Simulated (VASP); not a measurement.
OSZICAR of a VASP run on RuAl (CsCl type):

### OSZICAR
```
       N       E                     dE             d eps       ncg     rms          rms(c)
DAV:   1     0.116407045660E+03    0.11641E+03   -0.93378E+03  2032   0.131E+03
DAV:   2    -0.123504346116E+02   -0.12876E+03   -0.12431E+03  2184   0.353E+02
DAV:   3    -0.146722691680E+02   -0.23218E+01   -0.22489E+01  2424   0.486E+01
DAV:   4    -0.146954646600E+02   -0.23195E-01   -0.23184E-01  2280   0.487E+00
DAV:   5    -0.146960306773E+02   -0.56602E-03   -0.56600E-03  2564   0.679E-01    0.154E+01
DAV:   6    -0.140770283893E+02    0.61900E+00   -0.32772E+00  2140   0.214E+01    0.293E+00
DAV:   7    -0.140285139083E+02    0.48514E-01   -0.17932E-01  2132   0.522E+00    0.267E+00
DAV:   8    -0.140139631049E+02    0.14551E-01   -0.11887E-02  2176   0.968E-01    0.229E-01
DAV:   9    -0.140138874315E+02    0.75673E-04   -0.50511E-04  2392   0.251E-01    0.131E-01
DAV:  10    -0.140138766385E+02    0.10793E-04   -0.65476E-05  2252   0.946E-02    0.713E-03
DAV:  11    -0.140138758899E+02    0.74855E-06   -0.14531E-06  2024   0.121E-02
   1 F= -.72278038E+01 E0= -.72281269E+01  d E =-.722780E+01
       N       E                     dE             d eps       ncg     rms          rms(c)
DAV:   1    -0.204057094934E+02   -0.63918E+01   -0.13294E+02  2104   0.164E+02    0.432E+01
DAV:   2    -0.125569344887E+02    0.78488E+01   -0.29387E+01  2080   0.719E+01    0.114E+01
DAV:   3    -0.125404458057E+02    0.16489E-01   -0.40850E-01  2212   0.705E+00    0.590E+00
DAV:   4    -0.125409868993E+02   -0.54109E-03   -0.20982E-01  2052   0.434E+00    0.140E+00
DAV:   5    -0.125413074403E+02   -0.32054E-03   -0.47202E-03  2548   0.818E-01    0.675E-01
DAV:   6    -0.125418569974E+02   -0.54956E-03   -0.37800E-04  2300   0.207E-01    0.140E-01
DAV:   7    -0.125417126615E+02    0.14434E-03   -0.32716E-04  2420   0.242E-01    0.289E-02
DAV:   8    -0.125417135491E+02   -0.88756E-06   -0.55939E-06  2440   0.268E-02
   2 F= -.68020145E+01 E0= -.68020601E+01  d E =0.425789E+00
       N       E                     dE             d eps       ncg     rms          rms(c)
DAV:   1    -0.191180095048E+02   -0.65763E+01   -0.83450E+01  2048   0.139E+02    0.175E+01
DAV:   2    -0.142086727618E+02    0.49093E+01   -0.30473E+01  2116   0.680E+01    0.501E+00
DAV:   3    -0.137887357483E+02    0.41994E+00   -0.13920E+00  2096   0.139E+01    0.338E+00
DAV:   4    -0.137871423550E+02    0.15934E-02   -0.59494E-02  2232   0.205E+00    0.211E+00
DAV:   5    -0.137963604788E+02   -0.92181E-02   -0.32866E-02  2104   0.140E+00    0.234E-01
DAV:   6    -0.137971041567E+02   -0.74368E-03   -0.16976E-03  2800   0.365E-01    0.691E-02
DAV:   7    -0.137971068333E+02   -0.26766E-05   -0.32094E-05  2196   0.551E-02    0.399E-02
DAV:   8    -0.137971051419E+02    0.16915E-05   -0.32426E-06  2436   0.149E-02    0.129E-02
DAV:   9    -0.137971055523E+02   -0.41045E-06   -0.64599E-07  1092   0.105E-02
   3 F= -.72755317E+01 E0= -.72758366E+01  d E =-.477279E-01
       N       E                     dE             d eps       ncg     rms          rms(c)
DAV:   1    -0.137858244493E+02    0.11281E-01   -0.18713E-02  2068   0.200E+00    0.355E-01
DAV:   2    -0.137847203325E+02    0.11041E-02   -0.55710E-03  2092   0.933E-01    0.915E-02
DAV:   3    -0.137846940504E+02    0.26282E-04   -0.12122E-04  2120   0.134E-01    0.306E-02
DAV:   4    -0.137846982752E+02   -0.42248E-05   -0.28589E-05  2080   0.404E-02    0.656E-03
DAV:   5    -0.137846986735E+02   -0.39826E-06   -0.62211E-07  1420   0.872E-03
   4 F= -.72756628E+01 E0= -.72759655E+01  d E =-.478590E-01
```

Problem. Which electronic solver shows in the log?

Solution. It is blocked Davidson (ALGO = Normal, or the opening steps of other solvers). The INCAR had ALGO = Normal.

Problem. Can the final energy be trusted as converged?

Solution. The calculation finished and met its thresholds. It stopped with EDIFF = 1E-6, NELM = 100, NSW = 40 and EDIFFG = -0.02 after 4 ionic steps (PBE GGA, plane waves, VASP's PBE PAW potentials (set 64)). Energy and stress use the plane-wave basis of the starting cell.

The compound is RuAl in the CsCl type structure. This run relaxes it under an external pressure of 45 GPa. Symmetry was kept, so distortions that lower it aren't found. The electron count is odd and the run is not spin-polarised, which forces a metal.
